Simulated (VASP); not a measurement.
Output of a VASP run:

**OSZICAR**
```
       N       E                     dE             d eps       ncg     rms          rms(c)
DAV:   1     0.447683624607E+02    0.44768E+02   -0.65782E+03  2160   0.116E+03
DAV:   2    -0.116174716399E+02   -0.56386E+02   -0.55562E+02  2761   0.244E+02
DAV:   3    -0.122666429968E+02   -0.64917E+00   -0.62216E+00  2487   0.258E+01
DAV:   4    -0.122717885463E+02   -0.51455E-02   -0.51375E-02  2428   0.185E+00
DAV:   5    -0.122718269775E+02   -0.38431E-04   -0.38429E-04  2395   0.139E-01    0.134E+01
DAV:   6    -0.119170086177E+02    0.35482E+00   -0.39847E-01  2240   0.772E+00    0.656E+00
DAV:   7    -0.118108264708E+02    0.10618E+00   -0.32859E-01  2262   0.663E+00    0.396E-01
DAV:   8    -0.118096174562E+02    0.12090E-02   -0.43153E-03  2292   0.861E-01    0.133E-01
DAV:   9    -0.118095817944E+02    0.35662E-04   -0.17819E-04  2298   0.169E-01    0.322E-02
DAV:  10    -0.118095763290E+02    0.54654E-05   -0.46589E-06  2438   0.312E-02    0.492E-03
DAV:  11    -0.118095763610E+02   -0.31987E-07   -0.19618E-07  2145   0.624E-03
   1 F= -.12128268E+02 E0= -.12128196E+02  d E =-.215653E-03
```

### OUTCAR
```
------------------------ aborting loop because EDIFF is reached ----------------------------------------
  Edisp (eV):   -0.31869
  FORCE on cell =-STRESS in cart. coord.  units (eV):
  Direction    XX          YY          ZZ          XY          YZ          ZX
  --------------------------------------------------------------------------------------
  Total      -0.04647    -0.04647    -0.04647     0.00000     0.00000     0.00000
  in kB      -4.12502    -4.12502    -4.12502     0.00000     0.00000     0.00000
  external pressure =       -4.13 kB  Pullay stress =        0.00 kB
  volume of cell :       18.05
      direct lattice vectors                 reciprocal lattice vectors
    -1.652413716  1.652413716  1.652413716     0.000000000  0.302587660  0.302587660
     1.652413716 -1.652413716  1.652413716     0.302587660  0.000000000  0.302587660
     1.652413716  1.652413716 -1.652413716     0.302587660  0.302587660  0.000000000
 POSITION                                       TOTAL-FORCE (eV/Angst)
 -----------------------------------------------------------------------------------
      0.00000      0.00000      0.00000         0.000000     -0.000000      0.000000
 -----------------------------------------------------------------------------------
    total drift:                                0.000000      0.000000      0.000000
  FREE ENERGIE OF THE ION-ELECTRON SYSTEM (eV)
  ---------------------------------------------------
  free  energy   TOTEN  =       -12.1282675789 eV

  energy  without entropy=      -12.1280519261  energy(sigma->0) =      -12.12819569
```
(Selected blocks of OUTCAR.)

File POSCAR:
```
Ta
1
   -1.6524137160     1.6524137160     1.6524137160
    1.6524137160    -1.6524137160     1.6524137160
    1.6524137160     1.6524137160    -1.6524137160
Ta
1
Direct
  0.0000000000   0.0000000000   0.0000000000
```

Question: Reconstruct the remaining input files.

Answer: This is not unique; one that fits is the input of the run itself, PBE GGA with D4 dispersion, plane waves, VASP's PBE PAW potentials (set 64).

INCAR:
```
! general
SYSTEM =Ta
PREC   =Accurate
ENCUT  =520   ! plane-wave cut-off (eV)
LREAL  =.False.
LASPH  =.True.

! electronic loop
EDIFF  =1E-7   ! SCF stop (eV)
NELM   =100   ! most electronic steps
ALGO   =Normal
LMAXMIX=6   ! l cut-off of mixed one-centre charges

! smearing
ISMEAR =1   ! Methfessel-Paxton
SIGMA  =0.1   ! width (eV)

! functional
GGA    =PE
IVDW   =13   ! D4

! ions
ISIF   =2   ! forces and stress, cell fixed

! output
LWAVE  =.False.
LCHARG =.False.
```

File KPOINTS:
```
Automatic
0
Gamma
15 15 15
0 0 0
```

POTCAR, in this order: Ta_pv (PBE.64 set). Program: vasp_std.

The compound is Ta in the bcc structure. It was relaxed first.
